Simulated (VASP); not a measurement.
An input for Ansatz (written as the equivalent of a VASP run, and not itself run):

Ansatz 0.2 input:
```yaml
crystal:
  lattice:
    - [5.3594052, 0.0000000, 0.0000000]
    - [-2.6797026, 4.6413813, 0.0000000]
    - [0.0000000, 0.0000000, 3.0997244]
  atoms:
    - { symbol: Y, position: [1.0000000, 0.0000000, 0.5000000] }
    - { symbol: B, position: [0.6666670, 0.3333330, 0.5000000] }
    - { symbol: B, position: [0.3333330, 0.6666670, 0.5000000] }
    - { symbol: Rh, position: [1.0000000, 0.5000000, 0.0000000] }
    - { symbol: Rh, position: [0.5000000, 0.0000000, 0.0000000] }
    - { symbol: Rh, position: [0.5000000, 0.5000000, 0.0000000] }
kpoints:
  mp_grid: { grid: [6, 6, 9] }
hamiltonian:
  xc: pbesol
  pseudopotentials: { kind: paw }
scf:
  occupations: { method: methfessel_paxton, width: 0.1 }
  max_iter: 100
relax:
  max_steps: 60
  f_tol: 0.02
  cell: {}
output: { forces: true, stress: true, eigenvalues: true }
```

Write the VASP files for the same calculation (PBEsol).

This is not unique; one that fits is 
INCAR:
```
ALGO  =  Normal
EDIFF  =  1E-6
EDIFFG  =  -0.02
ENCUT  =  520
GGA  =  PS
IBRION  =  2
ISIF  =  3
ISMEAR  =  1
LASPH  =  .TRUE.
LCHARG  =  .FALSE.
LMAXMIX  =  4
LREAL  =  .FALSE.
LWAVE  =  .FALSE.
NELM  =  100
NSW  =  60
PREC  =  Accurate
SIGMA  =  0.1
SYSTEM  =  YB2Rh3
```

**POSCAR**
```
YB2Rh3
1
    5.3594052362     0.0000000000     0.0000000000
   -2.6797026181     4.6413813309    -0.0000000000
    0.0000000000    -0.0000000000     3.0997243763
Y B Rh
1 2 3
Direct
  1.0000000000   0.0000000000   0.5000000000
  0.6666670000   0.3333330000   0.5000000000
  0.3333330000   0.6666670000   0.5000000000
  1.0000000000   0.5000000000   0.0000000000
  0.5000000000   0.0000000000   0.0000000000
  0.5000000000   0.5000000000   0.0000000000
```

File KPOINTS:
```
Automatic mesh
0
Gamma
6 6 9
0 0 0
```

POTCAR, in this order: Y_sv B Rh_pv (PBE.64 set). Program: vasp_std.

Limits of the translation: each code has its own PAW files, so the cut-off isn't converted (ENCUT is set for VASP's; basis.ecutwfc is left out, and Ansatz then takes the one that its files recommend); Ansatz stops its SCF on the density residual and VASP on the energy change (EDIFF).

The structure comes from a computed database's YB2Rh3 entry (P6/mmm); how it stands against other phases isn't given here. This run relaxes it. Symmetry was kept, so distortions that lower it aren't found. The start is the result of an earlier pass.
